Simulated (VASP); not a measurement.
# Bi2Se3 (Paraguanajuatite): what each functional gives for the gap, part 2 of 2

Aim: the gap of Bi2Se3 (Paraguanajuatite) on one structure at many levels of theory. The starting structure is a measured crystal structure from the Crystallography Open Database. Cell and atoms stay as given. Meshes and data sets differ where the inputs say so.

VASP 6.6.1.

Results so far: LDA 0.095 eV; PBE 0.218 eV.

## 5. Bands with TB-mBJ

Level of this step: TB-mBJ; plane waves and PAW (Bi_d, Se) (VASP).

TB-mBJ is a local potential fitted to gaps: it costs far less than a hybrid but gives no energy. Its energies, forces and stress mean nothing.

The input, INCAR:

```
SYSTEM = Bi2Se3
PREC = Accurate
ENCUT = 350
EDIFF = 1E-06
NELM = 150
ISMEAR = 0
SIGMA = 0.03
LREAL = .FALSE.
ALGO = Normal
METAGGA = MBJ
LASPH = .TRUE.
NBANDS = 39
LORBIT = 11
LWAVE = .FALSE.
LCHARG = .FALSE.
KPAR = 4
```

The input, POSCAR:

```
Bi2Se3
1.0
    2.0715000000      1.1959810826      9.5453333333
   -2.0715000000      1.1959810826      9.5453333333
    0.0000000000     -2.3919621653      9.5453333333
Bi Se
2 3
Direct
    0.5992000000      0.5992000000      0.5992000000
    0.4008000000      0.4008000000      0.4008000000
    0.7883000000      0.7883000000      0.7883000000
    0.2117000000      0.2117000000      0.2117000000
    0.0000000000      0.0000000000      0.0000000000
```

The input, KPOINTS:

```
Automatic mesh
0
Gamma
6 6 6
0 0 0
```

The input, KPOINTS_OPT:

```
Line mode
8
Line-mode
Reciprocal
  0.00000000   0.00000000   0.00000000 GAMMA
  0.50000000   0.00000000   0.00000000 L

  0.50000000   0.00000000   0.00000000 L
  0.50000000   0.17713253  -0.17713253 B1

  0.82286747   0.50000000   0.17713253 B
  0.50000000   0.50000000   0.50000000 Z

  0.50000000   0.50000000   0.50000000 Z
  0.00000000   0.00000000   0.00000000 GAMMA

  0.00000000   0.00000000   0.00000000 GAMMA
  0.33856627   0.00000000  -0.33856627 X

  0.66143373   0.33856627   0.00000000 Q
  0.50000000   0.50000000   0.00000000 F

  0.50000000   0.50000000   0.00000000 F
  0.66143373   0.66143373   0.17713253 P1

  0.66143373   0.66143373   0.17713253 P1
  0.50000000   0.50000000   0.50000000 Z

  0.50000000   0.00000000   0.00000000 L
  0.82286747   0.33856627   0.33856627 P
```

The projector-augmented-wave data sets are Bi_d and Se (PBE family, release 64).

Command:

```
> mpirun -np 4 vasp_std
```

The program printed:

```text
[banner, memory and clock lines left out]
running    4 mpi-ranks, on    1 nodes
[...]
[... a notice as in an earlier step ...]

 LDA part: xc-table for (None), standard interpolation
 POSCAR, INCAR and KPOINTS ok, starting setup
[...]
entering main loop
       N       E                     dE             d eps       ncg     rms          rms(c)
DAV:   1     0.317647247373E+04    0.31765E+04   -0.17928E+04  2496   0.970E+02
DAV:   2     0.279973700554E+04   -0.37674E+03   -0.35646E+03  2601   0.297E+02
DAV:   3     0.275680500151E+04   -0.42932E+02   -0.41575E+02  3061   0.115E+02
DAV:   4     0.275513807289E+04   -0.16669E+01   -0.16605E+01  3131   0.246E+01
[...]
DAV:  47     0.275898931949E+04    0.44919E-05   -0.12957E-11  1332   0.191E-05    0.777E-06
DAV:  48     0.275898932200E+04    0.25117E-05   -0.19284E-11  1332   0.167E-05    0.544E-06
DAV:  49     0.275898932225E+04    0.24739E-06   -0.58775E-12  1332   0.103E-05
   1 F= 0.27589893E+04 E0= 0.27589893E+04  d E =-.694177E-23
 Start KPOINTS_OPT (optional k-point list driver)
k-point batch [1-32\72]
       N       E                     dE             ncg
DAV:   1     0.135863598898E+04   -0.19343E+05     2496
DAV:   2    -0.108869385609E+05   -0.12246E+05     2629
DAV:   3    -0.123598281270E+05   -0.14729E+04     3024
DAV:   4    -0.124205512785E+05   -0.60723E+02     3187
DAV:   5    -0.124231263092E+05   -0.25750E+01     3940
DAV:   6    -0.124231688934E+05   -0.42584E-01     3769
DAV:   7    -0.124231700751E+05   -0.11816E-02     3810
DAV:   8    -0.124231701096E+05   -0.34483E-04     3705
DAV:   9    -0.124231701105E+05   -0.91700E-06     1954
[...]
k-point batch [65-72\72]
       N       E                     dE             ncg
DAV:   1     0.245691670705E+05   -0.93937E+04      624
DAV:   2     0.214749966887E+05   -0.30942E+04      656
DAV:   3     0.211132889978E+05   -0.36171E+03      774
DAV:   4     0.210990134699E+05   -0.14276E+02      824
DAV:   5     0.210985112453E+05   -0.50222E+00      992
DAV:   6     0.210985019181E+05   -0.93272E-02      937
DAV:   7     0.210985017414E+05   -0.17674E-03      976
DAV:   8     0.210985017312E+05   -0.10171E-04      834
DAV:   9     0.210985017308E+05   -0.42395E-06      576
```

Wall time 17 min (4 MPI ranks of Intel Xeon Platinum 8488C (Sapphire Rapids), shared host); peak memory 2.3 GiB; 58 min of CPU time.

From OUTCAR (step 5):

```text
  Total     -102.8271790   -102.8271790   -100.9519551      0.0000000      0.0000000      0.0000000
  in kB    -1161.0927314  -1161.0927315  -1139.9182827      0.0000000      0.0000000      0.0000000
  external PRESSURE =   -1154.0345819 kB  Pullay stress =       0.0000000 kB

 POSITION                                       TOTAL-FORCE (eV/Angst)
 -----------------------------------------------------------------------------------
      0.00000     -0.00000     17.15869        -0.000000      0.000000     -0.133606
      0.00000     -0.00000     11.47731        -0.000000     -0.000000      0.133606
      0.00000     -0.00000     22.57376        -0.000000      0.000000     -0.167290
      0.00000     -0.00000      6.06224        -0.000000     -0.000000      0.167290
      0.00000      0.00000      0.00000         0.000000      0.000000      0.000000
 -----------------------------------------------------------------------------------
    total drift:                               -0.000000     -0.000000      0.000000

  FREE ENERGIE OF THE ION-ELECTRON SYSTEM (eV)
  ---------------------------------------------------
  free  energy   TOTEN  =      2758.9893222482 eV

  energy  without entropy=     2758.9893222482  energy(sigma->0) =     2758.98932225

[... 2 parts as in an earlier step ...]

[... 1 further part left out ...]
[key lines of the parts left out:]
E-fermi :   5.3015
```

TB-mBJ gives a direct gap of 0.848 eV. The least gap is +0.753 eV from that of LDA.

## 6. Bands with LDA + spin-orbit coupling

Spin-orbit coupling is switched on in this step.

The input, INCAR:

```
SYSTEM = Bi2Se3
PREC = Accurate
ENCUT = 350
EDIFF = 1E-06
NELM = 100
ISMEAR = 0
SIGMA = 0.03
LREAL = .FALSE.
ALGO = Normal
GGA = CA
LNONCOLLINEAR = .TRUE.
MAGMOM = 0 0 0 0 0 0 0 0 0 0 0 0 0 0 0
NBANDS = 60
GGA_COMPAT = .FALSE.
LASPH = .TRUE.
LSORBIT = .TRUE.
LORBIT = 11
LWAVE = .FALSE.
LCHARG = .FALSE.
KPAR = 4
```

POSCAR is that of step 5.

KPOINTS is that of step 5.

KPOINTS_OPT is that of step 5.

PAW data sets: Bi_d and Se (LDA family, release 64).

Command:

```
> mpirun -np 4 vasp_ncl
```

The program printed:

```text
[... set-up lines as in an earlier step ...]
 entering main loop
       N       E                     dE             d eps       ncg     rms          rms(c)
DAV:   1     0.439283879631E+03    0.43928E+03   -0.18204E+04  3840   0.126E+03
DAV:   2     0.356326327510E+02   -0.40365E+03   -0.38738E+03  4096   0.371E+02
DAV:   3    -0.221798046602E+02   -0.57812E+02   -0.55556E+02  4748   0.163E+02
DAV:   4    -0.252473429414E+02   -0.30675E+01   -0.30137E+01  4528   0.399E+01
[...]
DAV:  12    -0.247742676206E+02   -0.46645E-05   -0.38251E-05  4256   0.364E-02    0.121E-02
DAV:  13    -0.247742684453E+02   -0.82478E-06   -0.10796E-05  3912   0.190E-02    0.418E-03
DAV:  14    -0.247742682932E+02    0.15214E-06   -0.92381E-07  2624   0.763E-03
   1 F= -.24774268E+02 E0= -.24774268E+02  d E =-.757027E-14  mag=    -0.0000     0.0000     0.0000
 Start KPOINTS_OPT (optional k-point list driver)
k-point batch [1-32\72]
       N       E                     dE             ncg
DAV:   1     0.254542936907E+04   -0.16581E+05     3848
DAV:   2    -0.103896053178E+05   -0.12935E+05     4128
DAV:   3    -0.122213117043E+05   -0.18317E+04     4732
DAV:   4    -0.123239273084E+05   -0.10262E+03     4524
[...]
DAV:   8    -0.123282944510E+05   -0.71324E-04     5444
DAV:   9    -0.123282944527E+05   -0.16852E-05     2936
DAV:  10    -0.123282944530E+05   -0.30351E-06     2588
[...]
k-point batch [65-72\72]
       N       E                     dE             ncg
DAV:   1     0.234708032832E+05   -0.85431E+04      960
DAV:   2     0.202457854598E+05   -0.32250E+04     1032
DAV:   3     0.198097454576E+05   -0.43604E+03     1144
DAV:   4     0.197867906646E+05   -0.22955E+02     1152
DAV:   5     0.197857744919E+05   -0.10162E+01     1328
DAV:   6     0.197857516978E+05   -0.22794E-01     1368
DAV:   7     0.197857511300E+05   -0.56783E-03     1388
DAV:   8     0.197857511155E+05   -0.14554E-04     1436
DAV:   9     0.197857511152E+05   -0.28470E-06      748
```

Wall time 27 min (4 MPI ranks); peak memory 5 GiB; 1.8 h of CPU time.

OUTCAR, selected parts (step 6):

```text
  Total       -1.3658799     -1.3658799     -1.5595644      0.0000000      0.0000000      0.0000000
  in kB      -15.4230936    -15.4230936    -17.6101189      0.0000000      0.0000000      0.0000000
  external PRESSURE =     -16.1521020 kB  Pullay stress =       0.0000000 kB

 POSITION                                       TOTAL-FORCE (eV/Angst)
 -----------------------------------------------------------------------------------
      0.00000     -0.00000     17.15869         0.000000     -0.000000      0.214865
      0.00000     -0.00000     11.47731         0.000000      0.000000     -0.214865
      0.00000     -0.00000     22.57376         0.000000     -0.000000      0.161257
      0.00000     -0.00000      6.06224         0.000000      0.000000     -0.161257
      0.00000      0.00000      0.00000         0.000000     -0.000000     -0.000000
 -----------------------------------------------------------------------------------
    total drift:                                0.000000      0.000000      0.000000

  FREE ENERGIE OF THE ION-ELECTRON SYSTEM (eV)
  ---------------------------------------------------
  free  energy   TOTEN  =       -24.7742682932 eV

  energy  without entropy=      -24.7742682932  energy(sigma->0) =      -24.77426829

 magnetization (x)
# of ion       s       p       d       tot
------------------------------------------
    1       -0.000  -0.000   0.000  -0.000
    2       -0.000  -0.000   0.000  -0.000
    3        0.000  -0.000   0.000  -0.000
    4        0.000  -0.000   0.000  -0.000
    5       -0.000  -0.000   0.000  -0.000
--------------------------------------------------
tot         -0.000  -0.000   0.000  -0.000

 magnetization (y)
# of ion       s       p       d       tot
------------------------------------------
    1        0.000   0.000   0.000   0.000
    2        0.000   0.000   0.000   0.000
    3        0.000   0.000   0.000   0.000
    4        0.000   0.000   0.000   0.000
    5        0.000   0.000   0.000   0.000
--------------------------------------------------
tot          0.000   0.000   0.000   0.000

 magnetization (z)
# of ion       s       p       d       tot
------------------------------------------
    1        0.000   0.000   0.000   0.000
    2        0.000   0.000   0.000   0.000
    3        0.000   0.000   0.000   0.000
    4        0.000   0.000   0.000   0.000
    5        0.000   0.000   0.000   0.000
--------------------------------------------------
tot          0.000   0.000   0.000   0.000

[... 1 part as in an earlier step ...]

[... 2 further parts left out ...]
[key lines of the parts left out:]
E-fermi :   4.6829
```

LDA + spin-orbit coupling gives a least gap of 0.277 eV, and a least direct gap of 0.362 eV. The least gap is +0.182 eV from that of LDA.

## 7. Bands with r2SCAN + spin-orbit coupling

INCAR: that of step 6 with these lines changed.

```diff
@@ -9,3 +9,4 @@
 ALGO = Normal
-GGA = CA
+METAGGA = R2SCAN
+LASPH = .TRUE.
 LNONCOLLINEAR = .TRUE.
@@ -14,3 +15,2 @@
 GGA_COMPAT = .FALSE.
-LASPH = .TRUE.
 LSORBIT = .TRUE.
```

POSCAR is that of step 6.

KPOINTS is that of step 6.

KPOINTS_OPT is that of step 6.

The projector-augmented-wave data sets are Bi_d and Se (PBE family, release 64).

Command:

```
> mpirun -np 4 vasp_ncl
```

The program printed:

```text
[... set-up lines as in an earlier step ...]
 entering main loop
       N       E                     dE             d eps       ncg     rms          rms(c)
DAV:   1     0.303268460534E+03    0.30327E+03   -0.18662E+04  3840   0.130E+03
DAV:   2    -0.111288657597E+03   -0.41456E+03   -0.39782E+03  4076   0.381E+02
DAV:   3    -0.170826852744E+03   -0.59538E+02   -0.57203E+02  4756   0.168E+02
DAV:   4    -0.174009963651E+03   -0.31831E+01   -0.31282E+01  4548   0.410E+01
DAV:   5    -0.174163948969E+03   -0.15399E+00   -0.15355E+00  5320   0.813E+00    0.531E+00
DAV:   6    -0.163216879999E+03    0.10947E+02   -0.33864E+00  4828   0.217E+01    0.396E+00
DAV:   7    -0.163249276504E+03   -0.32397E-01   -0.48974E-01  4380   0.381E+00    0.201E+00
DAV:   8    -0.163275109121E+03   -0.25833E-01   -0.76950E-02  4376   0.230E+00    0.796E-01
```

It took 31 min on 4 MPI ranks.

The run was stopped at its time limit.

## 8. Bands with TB-mBJ + spin-orbit coupling

INCAR: that of step 7 with these lines changed.

```diff
@@ -4,3 +4,3 @@
 EDIFF = 1E-06
-NELM = 100
+NELM = 150
 ISMEAR = 0
@@ -9,3 +9,3 @@
 ALGO = Normal
-METAGGA = R2SCAN
+METAGGA = MBJ
 LASPH = .TRUE.
```

POSCAR is that of step 7.

KPOINTS is that of step 7.

KPOINTS_OPT is that of step 7.

Command:

```
> mpirun -np 4 vasp_ncl
```

The program printed:

```text
[... set-up lines as in an earlier step ...]
 entering main loop
       N       E                     dE             d eps       ncg     rms          rms(c)
DAV:   1     0.321291470181E+04    0.32129E+04   -0.18240E+04  3840   0.127E+03
DAV:   2     0.281318767463E+04   -0.39973E+03   -0.38407E+03  4072   0.370E+02
DAV:   3     0.275699574239E+04   -0.56192E+02   -0.53987E+02  4748   0.162E+02
DAV:   4     0.275399529193E+04   -0.30005E+01   -0.29480E+01  4580   0.392E+01
[...]
DAV:  19     0.275744824202E+04   -0.17418E-01   -0.10276E-04  3920   0.730E-02    0.314E-02
DAV:  20     0.275744853162E+04    0.28960E-03   -0.67338E-05  3976   0.456E-02    0.353E-02
DAV:  21     0.275744495647E+04   -0.35751E-02   -0.78045E-06  3728   0.162E-02    0.261E-02
 hard stop encountered!  aborting job ...
 -----------------------------------------------------------------------------
|                                                                             |
|           W    W    AA    RRRRR   N    N  II  N    N   GGGG   !!!           |
|           W    W   A  A   R    R  NN   N  II  NN   N  G    G  !!!           |
|           W    W  A    A  R    R  N N  N  II  N N  N  G       !!!           |
|           W WW W  AAAAAA  RRRRR   N  N N  II  N  N N  G  GGG   !            |
|           WW  WW  A    A  R   R   N   NN  II  N   NN  G    G                |
|           W    W  A    A  R    R  N    N  II  N    N   GGGG   !!!           |
|                                                                             |
|     The electronic self-consistency was not achieved in the given           |
|     number of steps (NELM). The forces and other quantities evaluated       |
|     might not be reliable so examine the results carefully. If you find     |
|     spurious results, we suggest increasing NELM, if you were close to      |
|     convergence or switching to a different ALGO or adjusting the           |
|     density mixing parameters otherwise.                                    |
|                                                                             |
 -----------------------------------------------------------------------------

 soft stop encountered!  aborting job ...
```

Elapsed: 31 min, on 4 MPI ranks.

The run was stopped at its time limit.

## 9. Bands with HSE06

HSE06 mixes in a quarter of exact exchange at short range, at far higher cost; in semiconductors this cures much of the gap error, while metals seldom gain. This run uses a 4×4×4 mesh. Its starting orbitals come from a semilocal run on the same mesh, not shown.

The input, INCAR:

```
SYSTEM = Bi2Se3
PREC = Accurate
ENCUT = 350
EDIFF = 1E-06
NELM = 100
ISMEAR = 0
SIGMA = 0.03
LREAL = .FALSE.
ALGO = Normal
LHFCALC = .TRUE.
AEXX = 0.25
GGA = PE
HFSCREEN = 0.2
LASPH = .TRUE.
NBANDS = 30
PRECFOCK = Fast
LORBIT = 11
LWAVE = .FALSE.
LCHARG = .FALSE.
KPAR = 4
```

POSCAR is that of step 8.

The input, KPOINTS:

```
Automatic mesh
0
Gamma
4 4 4
0 0 0
```

KPOINTS_OPT is that of step 8.

Command:

```
> mpirun -np 4 vasp_std
```

The program printed:

```text
[banner, memory and clock lines left out]
running    4 mpi-ranks, on    1 nodes
[...]
LDA part: xc-table for (Slater+PW92), standard interpolation
 found WAVECAR, reading the header
 POSCAR, INCAR and KPOINTS ok, starting setup
[...]
reading WAVECAR
 the WAVECAR file was read successfully
 initial charge from wavefunction
 entering main loop
       N       E                     dE             d eps       ncg     rms          rms(c)
DAV:   1    -0.244497930710E+02   -0.24450E+02   -0.23490E+00   780   0.154E+01    0.281E+00
DAV:   2    -0.244742001696E+02   -0.24407E-01   -0.17068E-01   840   0.204E+00    0.185E+00
DAV:   3    -0.244649946165E+02    0.92056E-02   -0.22584E-02  1074   0.116E+00    0.112E+00
DAV:   4    -0.244638415481E+02    0.11531E-02   -0.40949E-03   864   0.494E-01    0.663E-01
DAV:   5    -0.244633035758E+02    0.53797E-03   -0.80173E-04   950   0.272E-01    0.376E-01
DAV:   6    -0.244631595018E+02    0.14407E-03   -0.47351E-04   870   0.141E-01    0.190E-01
DAV:   7    -0.244631115149E+02    0.47987E-04   -0.59007E-05   890   0.548E-02    0.102E-01
```

The job ended after 36 min (4 MPI ranks).

The run was stopped at its time limit.

## 10. Comparison

| level | ended | gap (eV) | least direct gap (eV) | mesh | core minutes |
| --- | --- | --- | --- | --- | --- |
| LDA | converged | 0.095 | 0.095 | 6×6×6 | 21.5 |
| PBE | converged | 0.218 | 0.218 | 6×6×6 | 23.3 |
| r2SCAN | cut off by time | - | - | 6×6×6 | 84.1 |
| TB-mBJ | converged | 0.848 | 0.848 | 6×6×6 | 68.8 |
| LDA + spin-orbit coupling | converged | 0.277 | 0.362 | 6×6×6 | 107.0 |
| r2SCAN + spin-orbit coupling | cut off by time | - | - | 6×6×6 | 124.0 |
| TB-mBJ + spin-orbit coupling | cut off by time | - | - | 6×6×6 | 124.0 |
| HSE06 | cut off by time | - | - | 4×4×4 | 142.0 |

Core minutes are wall time times ranks of the run shown, on a shared host.

## 11. Summary of results

```json
{
 "gap, LDA": "0.095 eV",
 "gap, PBE": "0.218 eV",
 "gap, TB-mBJ": "0.848 eV",
 "gap, LDA + spin-orbit coupling": "0.277 eV"
}
```

In words: Without spin-orbit coupling the gap of Bi2Se3 (Paraguanajuatite) runs from 0.095 eV (LDA) to 0.848 eV (TB-mBJ). Spin-orbit coupling changes the LDA gap by +0.182 eV (LASPH differs too); a small gap that grows with the coupling points to inverted bands, so this is no plain widening. Where a semilocal level gives no gap or a very small one, its bands may be inverted, and differences from it then say little. LASPH is on in some of these runs and off in others, which adds a little to the differences. These are gaps between Kohn-Sham or generalised Kohn-Sham levels of a static lattice, without excitons or temperature. No result to use came from r2SCAN, r2SCAN + spin-orbit coupling, TB-mBJ + spin-orbit coupling and HSE06. Further runs on this material are not shown.

[Lines on the potential files, build, host, timing and source positions are cut from VASP's logs without a mark.]

[Logs are printed without paths, hosts, clocks, repeated set-up lines and the standing remarks that a program may print on its own settings, such as how far it seeks lower states.]

[Hosts, paths, dates, database ids (printed as entryN), source tags and the programs' standing remarks are cut or masked in the printed files.]
